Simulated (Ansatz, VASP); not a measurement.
**Cs (ladder Cs chain): VASP beside Ansatz**

One calculation is typed for both programs; each brings its own data sets. How far apart do they land? The structure shown is the start of the Ansatz relaxation below; VASP solves that cell, so the two are compared at the walk's first step.

Method: plane waves, with VASP 6.6.1 beside it; PBE and PBEsol, in Ansatz 0.2.0.

## Step 1: Starting point

The cell holds 2 atoms: 2 Cs. Its edges and angles: a = 13.500 Å, b = 12.000 Å, c = 4.775 Å, α = 90.0°, β = 90.0°, γ = 90.0°. Vacuum lies along a and b. The structure's axis is c.

As a file:

```cif
data_structure
_symmetry_space_group_name_H-M 'P 1'
_symmetry_Int_Tables_number 1
_cell_length_a 13.5000
_cell_length_b 12.0000
_cell_length_c 4.7751
_cell_angle_alpha 90.000
_cell_angle_beta 90.000
_cell_angle_gamma 90.000
_cell_volume 773.56
loop_
_atom_site_label
_atom_site_type_symbol
_atom_site_fract_x
_atom_site_fract_y
_atom_site_fract_z
_atom_site_occupancy
Cs1 Cs 0.34890 0.50000 0.00000 1
Cs2 Cs 0.65110 0.50000 0.50000 1
```

## Step 2: Ansatz: relaxation, PBE

Ansatz runs on its default PAW (the set named soft_2) files.

The two programs are compared at the cell with which this relaxation starts, whose forces are those of its first step.

File input.yaml:

```yaml
crystal:
  lattice:
    - [13.5, 0.0, 0.0]
    - [0.0, 12.0, 0.0]
    - [0.0, 0.0, 4.77508]
  atoms:
    - { symbol: Cs, position: [0.348900741, 0.5, 0.0] }
    - { symbol: Cs, position: [0.651099259, 0.5, 0.5] }
kpoints:
  mp_grid: { grid: [1, 1, 17] }
scf:
  occupations: { method: fermi_dirac, width: 0.05 }
hamiltonian:
  xc: pbe
relax:
  cell: { fix: [a, b, alpha, beta, gamma] }
  max_steps: 60
```

Command:

```sh
$ ansatz run input.yaml --threads 4 --pin off --max-ram 16384MiB --backend cpu --events-out ev --progress --plain --runs-dir out
```

Numbers of over 12 decimals in the logs are rounded to 6 here.

The log of the run:

```text
Engine: ansatz 0.2.0, aarch64-unknown-linux-gnu
Pseudopotentials: kind: paw
Pseudopotential: Cs, paw, valence charge 9, recommended cutoff 420 eV (normal), Cs.paw.azcp
Functional definition: PBE
  parameter kappa = 0.804
  parameter beta = 0.066725
  exchange = pbe_x(kappa = kappa, mu = beta*pi^2/3)
  correlation = pbe_c(beta = beta)
Crystal: 2 atoms, lattice volume = 773.563 Å³
Basis set: ecut = 420 eV, 15015 PW (Γ), exchange–correlation on 192×162×64 points (8 copies of the dense FFT grid, shifted against one another)
Bands: 13, of which v1, the nominal top of the filled ones, is band 9 counted from 1 (8 counted from 0)
Symmetry: 8 space group operations
Space group: Pmma (ITA 51), of the structure as read, at distance tolerance 9.2e-5 Å
k-points: 9 of 17
Non-local potential: Cs, projectors of the file, l = 0: 3, l = 1: 2, l = 2: 2, l = 3: 2
PAW form: soft (Blöchl's): semilocal exchange-correlation on the pseudo side does not see the compensation charge
PAW one-centre angular grid: Cs, 194 points (default); XC on 64 Gauss nodes
Initial density: superposition of atomic densities (neutral atoms: chi_scale 0, normalization atom), corrected by the library's trained network
Initial wavefunctions: pseudopotential atomic-orbital guess
Functional: x = pbe(κ = 0.804, μ = 0.219515), c = pbe(β = 0.066725)
SCF iter   1: F=—  HF=-11340.843067 eV  |F-HF|=—  |Δ(HF+E_count)|=         —  Δρ=6.97e-4  dr2=3.48e-2  ethr=1.77e-3  ⟨swp⟩=8.8  Hψ=945  notcnv=0
preconditioner: auto → LDOS  [insulator: Δε(μ)=0.157 eV  Ē_g=1.345 eV  σ=0.050 eV  W_gap=0.59  n_scr=36 (ndim 8)  ℏωp=1.9 eV  f_vac=0.570  D(μ)=2.38/eV (n_scr^D=8)  ε∞_Penn≈3.0  β→1.0]
SCF iter   2: F=—  HF=-11340.847889 eV  |F-HF|=—  |Δ(HF+E_count)|=   4.82e-3  Δρ=3.49e-4  dr2=5.61e-3  ethr=1.93e-4  ⟨swp⟩=3.4  Hψ=268  notcnv=0
SCF iter   3: F=—  HF=-11340.848113 eV  |F-HF|=—  |Δ(HF+E_count)|=   2.24e-4  Δρ=2.08e-4  dr2=1.36e-3  ethr=3.11e-5  ⟨swp⟩=2.7  Hψ=209  notcnv=0
SCF iter   4: F=—  HF=-11340.848114 eV  |F-HF|=—  |Δ(HF+E_count)|=   1.26e-6  Δρ=1.22e-4  dr2=2.45e-4  ethr=7.54e-6  ⟨swp⟩=2.0  Hψ=191  notcnv=0
SCF iter   5: F=—  HF=-11340.848059 eV  |F-HF|=—  |Δ(HF+E_count)|=   5.57e-5  Δρ=1.48e-5  dr2=5.96e-6  ethr=1.36e-6  ⟨swp⟩=2.0  Hψ=191  notcnv=0
SCF iter   6: F=—  HF=-11340.848108 eV  |F-HF|=—  |Δ(HF+E_count)|=   4.93e-5  Δρ=4.45e-6  dr2=4.32e-7  ethr=3.31e-8  ⟨swp⟩=2.9  Hψ=212  notcnv=0
SCF iter   7: F=-11340.848109 eV  HF=-11340.848109 eV  |F-HF|=2.19e-8  |Δ(HF+E_count)|=   5.91e-7  Δρ=1.23e-6  dr2=4.34e-8  ethr=5.56e-10  ⟨swp⟩=5.7  Hψ=426  notcnv=0
SCF 1 converged in 7 iterations: F = -11340.848109 eV  dr2 = 4.34e-8
  greatest PAW one-centre occupation: 0.932 electrons in one spin orbital (limit 2), on the Cs atom at site 1 (counted from 0), in its partial waves of l = 0
relax step   1: F+E_penalty+E_count = -11340.84810868 eV  Δ(F+E_penalty+E_count) = +0.000e0 eV  max|allowed force component| = 2.135e-1 eV/Å  Δτ_max = 0.0000 Å  P = +0.131 GPa  Ω = 773.563 Å³  fix = [a, b, alpha, beta, gamma]  reactions: a +0.177, b -0.025 GPa  (7 SCF iters, dr2 threshold 1.00e-7 eV, accepted)
[...]
relax step   2: F+E_penalty+E_count = -11340.86725268 eV  Δ(F+E_penalty+E_count) = -1.914e-2 eV  max|allowed force component| = 1.834e-1 eV/Å  Δτ_max = 0.0334 Å  P = +0.115 GPa  Ω = 777.704 Å³  energy of the carried Pulay correction = -1.850e-6 eV  fix = [a, b, alpha, beta, gamma]  reactions: a +0.153, b -0.025 GPa  (5 SCF iters, dr2 threshold 2.00e-7 eV, accepted)
[...]
relax step   5: F+E_penalty+E_count = -11340.94749315 eV  Δ(F+E_penalty+E_count) = -1.801e-3 eV  max|allowed force component| = 6.043e-3 eV/Å  Δτ_max = 0.0345 Å  P = -0.008 GPa  Ω = 828.054 Å³  energy of the carried Pulay correction = -2.358e-5 eV  fix = [a, b, alpha, beta, gamma]  reactions: a -0.020, b -0.025 GPa  (9 SCF iters, accepted)
[...]
relax step   6: F+E_penalty+E_count = -11340.94779517 eV  Δ(F+E_penalty+E_count) = -3.020e-4 eV  max|allowed force component| = 8.869e-3 eV/Å  Δτ_max = 0.0044 Å  P = -0.012 GPa  Ω = 831.784 Å³  energy of the carried Pulay correction = -2.514e-5 eV  fix = [a, b, alpha, beta, gamma]  reactions: a -0.024, b -0.024 GPa  (7 SCF iters, accepted)
[...]
relax step   7: F+E_penalty+E_count = -11340.94812805 eV  Δ(F+E_penalty+E_count) = -3.329e-4 eV  max|allowed force component| = 9.250e-3 eV/Å  Δτ_max = 0.0060 Å  P = -0.015 GPa  Ω = 836.441 Å³  energy of the carried Pulay correction = -2.707e-5 eV  fix = [a, b, alpha, beta, gamma]  reactions: a -0.025, b -0.024 GPa  (8 SCF iters, accepted)
[...]
relax step   8: F+E_penalty+E_count = -11340.94823272 eV  Δ(F+E_penalty+E_count) = -1.047e-4 eV  max|allowed force component| = 9.250e-3 eV/Å  Δτ_max = 0.0000 Å  P = -0.015 GPa  Ω = 836.441 Å³  fix = [a, b, alpha, beta, gamma]  reactions: a -0.025, b -0.024 GPa  stress off target by 4.50e-3 GPa on what of the cell is left free  SCF on the basis re-selected at this cell (its energy is not comparable with the rows above)  (6 SCF iters)
basis re-selected at this cell: Δ(F+E_penalty+E_count) = -1.047e-4 eV, ΔP = +0.000 GPa vs the last step (what re-selecting the basis moved, of the pressure what is left beyond the Pulay correction that the steps carried, after the strain that the cell walked since its last selection, with what the two solves' SCF thresholds leave and, on support functions, any second-order correction that the steps lacked; it is no measure of the basis error at this ecutwfc). The dense FFT grid was sized anew with the basis: this SCF ran on 96×81×36 points, the steps before it on 96×81×32, so part of this shift can come from that change (see relax.cell in the input reference). [rest of the remark cut]
SCF converged after 6 iterations
Free energy (F): -11340.948233 eV
Harris-Foulkes:  -11340.948233 eV  (|F-HF|=1.82e-12)
Internal energy: -11340.926144 eV  (E = F + TS)
E sigma→0 (E₀):  -11340.937189 eV
Entropy (-TS):   -0.022088 eV (-11.044 meV/atom)
Fermi energy:    -0.735823 eV
--- Per-component energies (eV) ---
  E_band       = -244.128895
  E_kinetic    = 280.722047
  E_local      = -1529.465825  (includes V_loc(G=0)·N_el)
  E_nonlocal   = 60.548314
  E_hartree    = 616.834987
  E_xc         = -344.867532
  E_vxc        = -247.900173  (∫ρ·V_xc dr)
  E_paw        = -10133.558593  (= ΣΔE_a)
  E_vpaw       = -41.703271  (= ΣTr[D̂ρ^β])
  E_aug_tail   = -0.000003  (compensation charges beyond the density's cutoff)
  E_ewald      = -291.139540
  E_smearing   = -0.022088  (= −TS)
  E_closure    = -0.000000  (closes the sum)
  Σ components = -11340.948233   (vs F -11340.948233, Δ=0.00e0)
--- Forces (eV/Å), atoms counted from 1 ---
  atom   1  Cs     0.00925003    -0.00000000     0.00000000
  atom   2  Cs    -0.00925003     0.00000000     0.00000000
  max |Σ_I F_I| component: 0.00e0 eV/Å
--- Stress (GPa, compression-positive) ---
       -0.024569       0.000000       0.000000
        0.000000      -0.024308       0.000000
        0.000000       0.000000       0.004501
  P = ⅓ Tr σ = -0.0148 GPa (-0.148 kbar)
--- Relaxed structure (7 steps of the walk, 7 accepted, 1 SCFs on fresh bases) ---
  F+E_penalty+E_count = -11340.94823272 eV   max|allowed force component| = 9.250e-3 eV/Å   (the final SCF, on the basis selected at the relaxed cell)
  cell:  # Å, volume = 836.4413 Å³
    - [13.5, 0, 0]
    - [0, 12.0, 0]
    - [0, 0, 5.163218]
  atoms:
    - { symbol: Cs, position: [0.323509, 0.5, 0] }
    - { symbol: Cs, position: [0.676491, 0.5, 0.5] }
```

## Step 3: VASP: single point, PBE, start cell, pair 1

The same cell, functional, mesh and smearing now go to VASP, with its own data sets.

Lines of VASP's logs that name or quote its potential files are left out, and so is its time.

File INCAR:

```
SYSTEM = Cs
PREC = Accurate
ENCUT = 400
EDIFF = 1E-06
NELM = 120
ISMEAR = -1
SIGMA = 0.05
LREAL = .FALSE.
ALGO = Normal
GGA = PE
NBANDS = 15
LORBIT = 11
LWAVE = .FALSE.
LCHARG = .FALSE.
ISIF = 2
LASPH = .TRUE.
GGA_COMPAT = .FALSE.
KPAR = 2
```

File POSCAR:

```
Cs
1.0
   13.5000000000      0.0000000000      0.0000000000
    0.0000000000     12.0000000000      0.0000000000
    0.0000000000      0.0000000000      4.7750800000
Cs
2
Direct
    0.3489007407      0.5000000000      0.0000000000
    0.6510992593      0.5000000000      0.5000000000
```

File KPOINTS:

```
Automatic mesh
0
Gamma
1 1 17
0 0 0
```

PAW data sets: Cs_sv (PBE family, release 64).

Command:

```sh
$ mpirun -np 2 vasp_std
```

The log of the run:

```text
[banner, memory and clock lines left out]
running    2 mpi-ranks, on    1 nodes
 distrk:  each k-point on    1 cores,    2 groups
 distr:  one band on    1 cores,    1 groups

 POSCAR found type information on POSCAR Cs
 POSCAR found :  1 types and       2 ions
 LDA part: xc-table for (Slater+PW92), standard interpolation
 POSCAR, INCAR and KPOINTS ok, starting setup
 FFT: planning ... GRIDC
 FFT: planning ... GRID_SOFT
 FFT: planning ... GRID
 WAVECAR not read
 entering main loop
       N       E                     dE             d eps       ncg     rms          rms(c)
DAV:   1     0.120775786698E+03    0.12078E+03   -0.46354E+03   334   0.596E+02
DAV:   2     0.200192907584E+02   -0.10076E+03   -0.98133E+02   447   0.125E+02
DAV:   3    -0.179709457172E+00   -0.20199E+02   -0.20103E+02   326   0.570E+01
DAV:   4    -0.108825883681E+01   -0.90855E+00   -0.90788E+00   389   0.138E+01
DAV:   5    -0.109652703734E+01   -0.82682E-02   -0.82680E-02   368   0.147E+00    0.636E-01
DAV:   6    -0.105126866721E+01    0.45258E-01   -0.71271E-02   375   0.103E+00    0.419E-01
DAV:   7    -0.101970694569E+01    0.31562E-01   -0.14831E-01   333   0.122E+00    0.166E-01
DAV:   8    -0.101811067937E+01    0.15963E-02   -0.82673E-03   375   0.519E-01    0.789E-02
DAV:   9    -0.101778895294E+01    0.32173E-03   -0.54113E-03   354   0.215E-01    0.647E-02
DAV:  10    -0.101925046216E+01   -0.14615E-02   -0.15128E-03   277   0.128E-01    0.259E-02
DAV:  11    -0.101987738768E+01   -0.62693E-03   -0.99615E-04   291   0.891E-02    0.182E-02
DAV:  12    -0.102064019350E+01   -0.76281E-03   -0.73009E-04   305   0.674E-02    0.912E-03
DAV:  13    -0.102094336014E+01   -0.30317E-03   -0.20014E-04   326   0.423E-02    0.569E-03
DAV:  14    -0.102111709348E+01   -0.17373E-03   -0.11611E-04   305   0.316E-02    0.379E-03
DAV:  15    -0.102114286309E+01   -0.25770E-04   -0.21432E-05   247   0.161E-02    0.103E-03
DAV:  16    -0.102114416115E+01   -0.12981E-05   -0.26184E-06   317   0.663E-03    0.140E-03
DAV:  17    -0.102114603241E+01   -0.18713E-05   -0.24582E-06   233   0.631E-03    0.467E-04
DAV:  18    -0.102114608921E+01   -0.56798E-07   -0.14916E-07   282   0.164E-03
   1 F= -.10211461E+01 E0= -.10114862E+01  d E =-.193197E-01
```

OUTCAR, selected parts (step 3):

```text
ion  position               nearest neighbor table
   1  0.349  0.500  0.000-
   2  0.651  0.500  0.500-

  LATTYP: Found a simple orthorhombic cell.
 ALAT       =     4.7750800000
 B/A-ratio  =     2.5130469018
 C/A-ratio  =     2.8271777646

 Subroutine GETGRP returns: Found  8 space group operations
 (whereof  4 operations were pure point group operations)

The static configuration has the point symmetry C_2v.
 The point group associated with its full space group is D_2h.

 Found      9 irreducible k-points:

   k-points           NKPTS =      9   k-points in BZ     NKDIM =      9   number of bands    NBANDS=     15

   dimension x,y,z NGX =    90 NGY =   80 NGZ =   32
   dimension x,y,z NGXF=   180 NGYF=  160 NGZF=   64

   ENCUT  =  400.0 eV  29.40 Ry    5.42 a.u.  22.02 19.57  7.79*2*pi/ulx,y,z

   NELECT =      18.0000    total number of electrons

 k-points in reciprocal lattice and weights: Automatic mesh
   0.00000000  0.00000000  0.00000000       0.059
   0.00000000  0.00000000  0.05882353       0.118
   0.00000000  0.00000000  0.11764706       0.118
   0.00000000  0.00000000  0.17647059       0.118
   0.00000000  0.00000000  0.23529412       0.118
   0.00000000  0.00000000  0.29411765       0.118
   0.00000000  0.00000000  0.35294118       0.118
   0.00000000  0.00000000  0.41176471       0.118
   0.00000000  0.00000000  0.47058824       0.118

 average (electrostatic) potential at core
       1 -55.1221       2 -55.1221

 E-fermi :  -1.1288

 k-point     1 :       0.0000    0.0000    0.0000
  band No.  band energies     occupation
    ...
      6     -12.1149      2.00000
      7     -12.0540      2.00000
      8     -12.0076      2.00000
      9      -2.2483      2.00000
     10      -1.3418      1.97213
     11      -0.5120      0.00001
     12      -0.3593      0.00000
     13      -0.1350      0.00000
     14       0.1168      0.00000
     15       0.1168      0.00000

 k-point     2 :       0.0000    0.0000    0.0588
  band No.  band energies     occupation
    ...
      6     -12.1183      2.00000
      7     -12.0598      2.00000
      8     -12.0164      2.00000
      9      -2.2118      2.00000
     10      -1.3001      1.93695
     11      -0.5030      0.00001
     12      -0.3447      0.00000
     13      -0.1084      0.00000
     14       0.1294      0.00000
     15       0.1365      0.00000

 k-point     3 :       0.0000    0.0000    0.1176
  band No.  band energies     occupation
    ...
      6     -12.1306      2.00000
      7     -12.0734      2.00000
      8     -12.0411      2.00000
      9      -2.1051      2.00000
     10      -1.1792      1.46538
     11      -0.4774      0.00000
     12      -0.3038      0.00000
     13      -0.0302      0.00000
     14       0.1569      0.00000
     15       0.1955      0.00000

  Total        0.8379684     -0.1372607      1.1462995      0.0000000      0.0000000      0.0000000
  in kB        1.7355718     -0.2842898      2.3741767      0.0000000      0.0000000      0.0000000
  external PRESSURE =       1.2751529 kB  Pullay stress =       0.0000000 kB

  energy-cutoff  :      400.00
  volume of cell :      773.56
      direct lattice vectors                 reciprocal lattice vectors
    13.500000000  0.000000000  0.000000000     0.074074074  0.000000000  0.000000000
     0.000000000 12.000000000  0.000000000     0.000000000  0.083333333  0.000000000
     0.000000000  0.000000000  4.775080000     0.000000000  0.000000000  0.209420575

 POSITION                                       TOTAL-FORCE (eV/Angst)
 -----------------------------------------------------------------------------------
      4.71016      6.00000      0.00000        -0.214278      0.000000      0.000000
      8.78984      6.00000      2.38754         0.214278      0.000000      0.000000
 -----------------------------------------------------------------------------------
    total drift:                                0.000000     -0.000000      0.000000

  FREE ENERGIE OF THE ION-ELECTRON SYSTEM (eV)
  ---------------------------------------------------
  free  energy   TOTEN  =        -1.0211460892 eV

  energy  without entropy=       -1.0018263982  energy(sigma->0) =       -1.01148624

 total charge
# of ion       s       p       d       tot
------------------------------------------
    1        1.872   4.668   0.011   6.551
    2        1.872   4.668   0.011   6.551
--------------------------------------------------
tot          3.744   9.336   0.021  13.101

[... 3 further parts left out ...]
```

## Step 4: Differences

Known differences besides the potentials themselves: the cutoff is 420 eV in Ansatz and 400 eV in VASP. Total energies have different zeros and are not compared.

Forces (eV/Å; atoms numbered as in POSCAR):

```
atom        Ansatz x, y, z          VASP x, y, z
 Cs1  -0.214, 0.000, 0.000  -0.214, 0.000, 0.000
 Cs2   0.214, 0.000, 0.000   0.214, 0.000, 0.000
```

The forces differ by 0.4 meV/Å r.m.s., which is 0.4 % of the r.m.s. force of 0.124 eV/Å (both taken over all components).

## Step 5: Ansatz: relaxation, PBEsol

The two programs are compared at the cell with which this relaxation starts, whose forces are those of its first step.

The structure compared here is the start of the Ansatz relaxation; VASP solves that cell, so the two are compared at the walk's first step.

input.yaml, the sections that differ from step 2:

```yaml
crystal:
  lattice:
    - [13.5, 0.0, 0.0]
    - [0.0, 12.0, 0.0]
    - [0.0, 0.0, 4.77508]
  atoms:
    - { symbol: Cs, position: [0.348900741, 0.5, 0.0], spin: 0.5 }
    - { symbol: Cs, position: [0.651099259, 0.5, 0.5], spin: 0.5 }
magnetization:
  spin_polarized: true
hamiltonian:
  xc: pbesol
# kpoints, scf, relax: as in step 2
```

Command:

```sh
$ ansatz run input.yaml --threads 4 --pin off --max-ram 16384MiB --backend cpu --events-out ev --progress --plain --runs-dir out
```

The log of the run:

```text
[...]
Crystal: 2 atoms, lattice volume = 773.563 Å³
Basis set: ecut = 420 eV, 15015 PW (Γ), exchange–correlation on 192×162×64 points (8 copies of the dense FFT grid, shifted against one another)
Bands: 14, of which v1, the nominal top of the filled ones, is band 9 counted from 1 (8 counted from 0)
Symmetry: 8 space group operations
[...]
-0.000000      -0.023272       0.000000
       -0.000000       0.000000       0.013764
  P = ⅓ Tr σ = -0.0097 GPa (-0.097 kbar)
--- Relaxed structure (5 steps of the walk, 5 accepted, 1 SCFs on fresh bases) ---
[...]
cell:  # Å, volume = 814.8547 Å³
    - [13.5, 0, 0]
    - [0, 12.0, 0]
    - [0, 0, 5.029967]
  atoms:
    - { symbol: Cs, position: [0.327493, 0.5, 0] }
    - { symbol: Cs, position: [0.672507, 0.5, 0.5] }
[key lines of the parts left out:]
SCF converged after 5 iterations
Magnetization: -0.0000 μB (9.0000 up, 9.0000 down)
Free energy (F): -11170.925926 eV
Fermi energy:    -0.719411 eV
```

[end of part 1 of 2]

[Lines on the potential files, build, host, timing and source positions are cut from VASP's logs without a mark.]

[Logs are printed without paths, hosts, clocks, repeated set-up lines and the standing remarks that a program may print on its own settings, such as how far it seeks lower states.]

[Hosts, paths, dates, database ids (printed as entryN), source tags and the programs' standing remarks are cut or masked in the printed files.]
